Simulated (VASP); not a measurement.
# OAlClH2 in VASP: notebook, part 2 of 2

VASP 6.6.1. Earlier steps stand in the parts before.

### 4 Single point, SCAN

Contents of INCAR:

```
ALGO = Normal ; EDIFF = 1E-6
ENCUT = 520 ; ISIF = 2
ISMEAR = 0 ; LASPH = True
LCHARG = False ; LMIXTAU = True
LREAL = False ; LWAVE = False
METAGGA = SCAN ; NBANDS = 17
NELM = 60 ; PREC = Accurate
SIGMA = 0.01
```

Contents of KPOINTS:

```
k-points
0
Gamma
  1 1 1
```

Contents of POSCAR:

```
AlH2ClO
1.0
   13.0000000000      0.0000000000      0.0000000000
    0.0000000000     13.0000000000      0.0000000000
    0.0000000000      0.0000000000     11.0000000000
O Al Cl H
1 1 1 2
Direct
    0.4304538500      0.5409307700      0.4566318200
    0.5490000000      0.5266230800      0.5158954500
    0.6016076900      0.3796769200      0.5636500000
    0.3835769200      0.4855461500      0.4425318200
    0.6184230800      0.6235538500      0.5345045500
```

Potentials or basis: VASP PAW PBE potentials, release 64 (O, Al, Cl, H).

On the command line:

```console
$ cat potpaw_PBE.64/O/POTCAR potpaw_PBE.64/Al/POTCAR potpaw_PBE.64/Cl/POTCAR potpaw_PBE.64/H/POTCAR > POTCAR
$ mpirun -np 1 vasp_gam > vasp.out
```

OUTCAR:

```text
EDIFF = 1E-6
   ENCUT = 520
   ISIF = 2
   ISMEAR = 0
   LASPH = True
   LREAL = False
   METAGGA = SCAN
   NELM = 60
   PREC = Accurate

 ion  position               nearest neighbor table
   1  0.430  0.541  0.457-   4 0.96   2 1.68
   2  0.549  0.527  0.516-   5 1.56   1 1.68   3 2.10
   3  0.602  0.380  0.564-   2 2.10
   4  0.384  0.486  0.443-   1 0.96
   5  0.618  0.624  0.535-   2 1.56

  LATTYP: Found a simple tetragonal cell.
 ALAT       =    13.0000000000
 C/A-ratio  =     0.8461538462

  Lattice vectors:

 A1 = (  13.0000000000,   0.0000000000,   0.0000000000)
 A2 = (   0.0000000000,  13.0000000000,   0.0000000000)
 A3 = (   0.0000000000,   0.0000000000,  11.0000000000)

Analysis of symmetry for initial positions (statically):
=====================================================================
 Subroutine PRICEL returns:
 Original cell was already a primitive cell.

 Routine SETGRP: Setting up the symmetry group for a
 simple tetragonal supercell.

 Subroutine GETGRP returns: Found  1 space group operations
 (whereof  1 operations were pure point group operations)
 out of a pool of 16 trial point group operations.

The static configuration has the point symmetry C_1 .

Analysis of symmetry for dynamics (positions and initial velocities):
=====================================================================
 Subroutine PRICEL returns:
 Original cell was already a primitive cell.

 Routine SETGRP: Setting up the symmetry group for a
 simple tetragonal supercell.

 Subroutine GETGRP returns: Found  1 space group operations
 (whereof  1 operations were pure point group operations)
 out of a pool of 16 trial point group operations.

The dynamic configuration has the point symmetry C_1 .

 Subroutine INISYM returns: Found  1 space group operations
 (whereof  1 operations are pure point group operations),
 and found     1 'primitive' translations

----------------------------------------------------------------------------------------

                                     Primitive cell

  volume of cell :    1859.0000

  direct lattice vectors                    reciprocal lattice vectors
    13.000000000  0.000000000  0.000000000     0.076923077  0.000000000  0.000000000
     0.000000000 13.000000000  0.000000000     0.000000000  0.076923077  0.000000000
     0.000000000  0.000000000 11.000000000     0.000000000  0.000000000  0.090909091

  length of vectors
    13.000000000 13.000000000 11.000000000     0.076923077  0.076923077  0.090909091

  position of ions in fractional coordinates (direct lattice)
     0.430453850  0.540930770  0.456631820
     0.549000000  0.526623080  0.515895450
     0.601607690  0.379676920  0.563650000
     0.383576920  0.485546150  0.442531820
     0.618423080  0.623553850  0.534504550

  ion indices of the primitive-cell ions
   primitive index   ion index
                 1           1
                 2           2
                 3           3
                 4           4
                 5           5

----------------------------------------------------------------------------------------

 KPOINTS: k-points

Automatic generation of k-mesh.
 Grid dimensions read from file:
 generate k-points for:    1    1    1

 Generating k-lattice:

  Cartesian coordinates                     Fractional coordinates (reciprocal lattice)
     0.076923077  0.000000000  0.000000000     1.000000000  0.000000000  0.000000000
     0.000000000  0.076923077  0.000000000     0.000000000  1.000000000  0.000000000
     0.000000000  0.000000000  0.090909091     0.000000000  0.000000000  1.000000000

  Length of vectors
     0.076923077  0.076923077  0.090909091

  Shift w.r.t. Gamma in fractional coordinates (k-lattice)
     0.000000000  0.000000000  0.000000000

 Subroutine IBZKPT returns following result:
 ===========================================

 Found      1 irreducible k-points:

 Following reciprocal coordinates:
            Coordinates               Weight
  0.000000  0.000000  0.000000      1.000000
   k-points           NKPTS =      1   k-points in BZ     NKDIM =      1   number of bands    NBANDS=     17
   number of dos      NEDOS =    301   number of ions     NIONS =      5
   total plane-waves  NPLWV = 806736
   dimension x,y,z NGX =    98 NGY =   98 NGZ =   84
   dimension x,y,z NGXF=   196 NGYF=  196 NGZF=  168
   ions per type =               1   1   1   2
   NGX,Y,Z   is equivalent  to a cutoff of  12.53, 12.53, 12.70 a.u.
   NGXF,Y,Z  is equivalent  to a cutoff of  25.06, 25.06, 25.39 a.u.
 SYSTEM =  unknown system
   PREC   = accura    normal or accurate (medium, high low for compatibility)
   ISTART =      0    job   : 0-new  1-cont  2-samecut
   ICHARG =      2    charge: 1-file 2-atom 10-const
   ISPIN  =      1    spin polarized calculation?
   LNONCOLLINEAR =      F non collinear calculations
   LSORBIT =      F    spin-orbit coupling
   LASPH  =      T    aspherical Exc in radial PAW
   ENCUT  =  520.0 eV  38.22 Ry    6.18 a.u.  24.17 24.17 20.45*2*pi/ulx,y,z
   NELM   =     60;   NELMIN=  2; NELMDL= -5     # of ELM steps
   EDIFF  = 0.1E-05   stopping-criterion for ELM
   LREAL  =      F    real-space projection
   EDIFFG = 0.1E-04   stopping-criterion for IOM
   NSW    =      0    number of steps for IOM
   IBRION =     -1    ionic relax: 0-MD 1-quasi-New 2-CG
   NFREE  =      0    steps in history (QN), initial steepest desc. (CG)
   ISIF   =      2    stress and relaxation
   ISYM   =      2    0-nonsym 1-usesym 2-fastsym
   POTIM  = 0.5000    time-step for ionic-motion
   TEBEG  =    0.0;   TEEND  =   0.0 temperature during run
   PSTRESS=    0.0 pullay stress
   NELECT =      18.0000    total number of electrons
   NUPDOWN=      -1.0000    fix difference up-down
   EMIN   =  10.00;   EMAX   =-10.00  energy-range for DOS
   EFERMI =   0.00;   METHOD = LEGACY
   ISMEAR =     0;   SIGMA  =   0.01  broadening in eV -4-tet -1-fermi 0-gaus
   EFERMI_NEDOS =   21; number of points for ismear=-14 and -15
   IALGO  =     38    algorithm
   IMIX   =      4    mixing-type and parameters
     AMIX     =   0.40;   BMIX     =  1.00
     AMIX_MAG =   1.60;   BMIX_MAG =  1.00
  volume/ion in A,a.u.               =     371.80      2509.03
  Fermi-wavevector in a.u.,A,eV,Ry     =   0.348931  0.659383  1.656545  0.121753
  Thomas-Fermi vector in A             =   1.259573
   LORBIT       =      0    0 simple, 1 ext, 2 COOP (PROOUT), +10 PAW based schemes
   METAGGA = SCAN    functional components
   LHFCALC =     F    Hartree Fock is set to
   AEXX    =    0.0000 exact exchange contribution
   IVDW    =     0    specifies the selected vdW correction
   LEPSILON=     F    determine dielectric tensor
   LRPA    =     F    only Hartree local field effects (RPA)
 non-spin polarized calculation
 Gauss-broadening in eV      SIGMA  =   0.01
  energy-cutoff  :      520.00
  volume of cell :     1859.00
 maximum number of plane-waves:     25047
 NGX is ok and might be reduce to    98
   NGX = 49   NGY = 49   NGZ = 41

 number of electron      17.9999998 magnetization

 Free energy of the ion-electron system (eV)
  ---------------------------------------------------
  ext. energy  EPLUGINS =         0.00000000
  ---------------------------------------------------
  free energy    TOTEN  =       -33.76016715 eV

  energy without entropy =      -33.76016715  energy(sigma->0) =      -33.76016715

 E-fermi :  -7.7572     XC(G=0):  -0.4800

 val. band max:       -7.8185778563   @ k =   0.0000   0.0000   0.0000
 cond. band min:      -1.0228143646   @ k =   0.0000   0.0000   0.0000
 fundamental gap:      6.7957634917
 Fermi energy:        -7.7572344755

 k-point     1 :       0.0000    0.0000    0.0000
  band No.  band energies     occupation
      1     -25.8317      2.00000
      2     -21.0295      2.00000
      3     -12.9474      2.00000
      4     -10.3679      2.00000
      5      -8.8077      2.00000
      6      -8.4440      2.00000
      7      -8.2980      2.00000
      8      -7.9797      2.00000
      9      -7.8186      2.00000
     10      -1.0228      0.00000
     11      -0.7013      0.00000
     12       0.3569      0.00000
     13       0.5629      0.00000
     14       1.0051      0.00000
     15       1.0681      0.00000
     16       1.1948      0.00000
     17       1.3105      0.00000

------------------------ aborting loop because EDIFF is reached ----------------------------------------

  FORCE on cell =-STRESS in cart. coord.  units (eV):
  Direction    XX          YY          ZZ          XY          YZ          ZX
  --------------------------------------------------------------------------------------
  -------------------------------------------------------------------------------------
  Total       -0.1223564     -0.3569602     -0.0989099      0.1372833      0.0909299     -0.0357264
  in kB       -0.1054528     -0.3076458     -0.0852454      0.1183174      0.0783678     -0.0307907
  external PRESSURE =      -0.1661147 kB  Pullay stress =       0.0000000 kB

 VOLUME and BASIS-vectors are now :
 -----------------------------------------------------------------------------
  energy-cutoff  :      520.00
  volume of cell :     1859.00
      direct lattice vectors                 reciprocal lattice vectors
    13.000000000  0.000000000  0.000000000     0.076923077  0.000000000  0.000000000
     0.000000000 13.000000000  0.000000000     0.000000000  0.076923077  0.000000000
     0.000000000  0.000000000 11.000000000     0.000000000  0.000000000  0.090909091

 POSITION                                       TOTAL-FORCE (eV/Angst)
 -----------------------------------------------------------------------------------
      5.59590      7.03210      5.02295         0.176706      0.054948      0.066483
      7.13700      6.84610      5.67485         0.068520     -0.039680      0.030579
      7.82090      4.93580      6.20015        -0.042215      0.131991     -0.030676
      4.98650      6.31210      4.86785        -0.146528     -0.084484     -0.049666
      8.03950      8.10620      5.87955        -0.056483     -0.062775     -0.016719
 -----------------------------------------------------------------------------------
    total drift:                                0.006620     -0.005140      0.013918

  FREE ENERGIE OF THE ION-ELECTRON SYSTEM (eV)
  ---------------------------------------------------
  free  energy   TOTEN  =       -33.7601671509 eV

  energy  without entropy=      -33.7601671509  energy(sigma->0) =      -33.76016715
```

OSZICAR:

```text
N       E                     dE             d eps       ncg     rms          rms(c)
DAV:   1     0.921951444236E+02    0.92195E+02   -0.50568E+03    50   0.595E+02
DAV:   2    -0.174515560315E+02   -0.10965E+03   -0.10800E+03    67   0.121E+02
DAV:   3    -0.407772017898E+02   -0.23326E+02   -0.23245E+02    43   0.579E+01
[... 33 lines left out ...]
DAV:  37    -0.337601631953E+02   -0.93912E-05   -0.57172E-06    34   0.290E-02    0.221E-04
DAV:  38    -0.337601673524E+02   -0.41571E-05   -0.36147E-06    34   0.226E-02    0.333E-04
DAV:  39    -0.337601687306E+02   -0.13782E-05   -0.74314E-06    34   0.300E-02    0.178E-04
DAV:  40    -0.337601671316E+02    0.15990E-05   -0.48858E-06    34   0.269E-02    0.905E-05
DAV:  41    -0.337601671509E+02   -0.19266E-07   -0.11439E-06    26   0.145E-02
   1 F= -.33760167E+02 E0= -.33760167E+02  d E =-.256377E-18
```

stdout:

```text
POSCAR found type information on POSCAR O AlClH
 POSCAR found :  4 types and       5 ions
 scaLAPACK will be used
 -----------------------------------------------------------------------------
|                                                                             |
|                                                                             |
|     You enforced a specific xc type in the INCAR file but a different       |
|     I HOPE YOU KNOW WHAT YOU ARE DOING!                                     |
|                                                                             |
 -----------------------------------------------------------------------------

 LDA part: xc-table for (None), standard interpolation
 POSCAR, INCAR and KPOINTS ok, starting setup
 FFT: planning ... GRIDC
 FFT: planning ... GRID_SOFT
 FFT: planning ... GRID
 WAVECAR not read
 entering main loop
```

Wall time 5.6 min (1 thread of AMD EPYC 9R45 (Zen 5), shared host); peak memory 1.7 GiB.

What came out:

- Free energy: -33.7602 eV
- Largest force: 0.197 eV/Å
- Gap between the frontier levels: 6.80 eV

Forces in eV/Å, atoms in the order of the input:
```
O    0.177  0.055  0.066
Al   0.069 -0.040  0.031
Cl  -0.042  0.132 -0.031
H   -0.147 -0.084 -0.050
H   -0.056 -0.063 -0.017
```

Levels at points of the mesh, in eV from the valence-band top:
| k point | band 5 | band 6 | band 7 | band 8 | band 9 | band 10 | band 11 | band 12 | band 13 | band 14 |
| --- | --- | --- | --- | --- | --- | --- | --- | --- | --- | --- |
| (0.00, 0.00, 0.00) | -0.99 | -0.63 | -0.48 | -0.16 | 0.00 | 6.80 | 7.12 | 8.18 | 8.38 | 8.82 |

Caveat: the PAW data sets were made with another functional, which shifts forces and pressure a little. SCAN opens gaps a little over a GGA but as a rule still falls short of measured ones.

### 5 Single point, PBE

Contents of INCAR:

```
SYSTEM = AlH2ClO
PREC = Accurate
ENCUT = 520
EDIFF = 1E-6
ISMEAR = 0
SIGMA = 0.01
LREAL = .FALSE.
LASPH = .TRUE.
NELM = 60
ALGO = Fast
ISIF = 2
LWAVE = .FALSE.
LCHARG = .FALSE.
GGA = PE
NBANDS = 17
```

Contents of KPOINTS:

```
regular mesh
0
G
  1 1 1
  0 0 0
```

Contents of POSCAR:

```
AlH2ClO
1.0
   13.0000000000      0.0000000000      0.0000000000
    0.0000000000     13.0000000000      0.0000000000
    0.0000000000      0.0000000000     11.0000000000
O Al Cl H
1 1 1 2
Cartesian
    5.5959000500      7.0321000100      5.0229500200
    7.1370000000      6.8461000400      5.6748499500
    7.8208999700      4.9357999600      6.2001500000
    4.9864999600      6.3120999500      4.8678500200
    8.0395000400      8.1062000500      5.8795500500
```

On the command line:

```console
$ cat potpaw_PBE.64/O/POTCAR potpaw_PBE.64/Al/POTCAR potpaw_PBE.64/Cl/POTCAR potpaw_PBE.64/H/POTCAR > POTCAR
$ mpirun -np 1 vasp_gam > vasp.out
```

Run time: 67 s. Hardware: 1 thread of AMD EPYC 9R45 (Zen 5), shared host; peak memory 1.4 GiB.

It converged, with:

* Free energy: -21.9718 eV
* Largest force: 0.596 eV/Å
* Gap between the frontier levels: 6.12 eV

Forces on the atoms (eV/Å):
```
O    0.005  0.480 -0.061
Al   0.288  0.006  0.116
Cl   0.071 -0.150  0.049
H   -0.407 -0.421 -0.110
H    0.043  0.085  0.007
```

Levels at points of the mesh, in eV from the valence-band top:
```csv
k point,band 6,band 7,band 8,band 9,band 10,band 11,band 12,band 13
"(0.00, 0.00, 0.00)",-0.61,-0.47,-0.15,0.00,6.12,6.31,7.46,7.55
```

PBE gaps usually lie below the measured ones, often by a third to a half.

### 6 Overview

```tsv
level	potentials or basis	cutoff (eV)	gap on the mesh (eV)	largest force (eV/Å)
BLYP+D3(BJ)	VASP PAW PBE potentials, release 64 (O, Al, Cl, H)	520	6.07	0.65
r2SCAN	VASP PAW PBE potentials, release 64 (O_h, Al, Cl_h, H_h)	900	6.84	0.09
SCAN	VASP PAW PBE potentials, release 64 (O, Al, Cl, H)	520	6.80	0.20
PBE	VASP PAW PBE potentials, release 64 (O, Al, Cl, H)	520	6.12	0.60
```

Alike in all rows: task single point; no spin polarisation; cell as given; k mesh 1 × 1 × 1; smearing gaussian 0.01 eV.

Caveats: the PAW data sets were made with another functional, which shifts forces and pressure a little (some runs); the cutoff is under 1.25 times the usual one of these potentials, so pressure, stress and relaxed cells hold a basis-set (Pulay) error (some runs).

Total energies depend on the potentials used, so only differences within one code and one set of settings carry meaning.
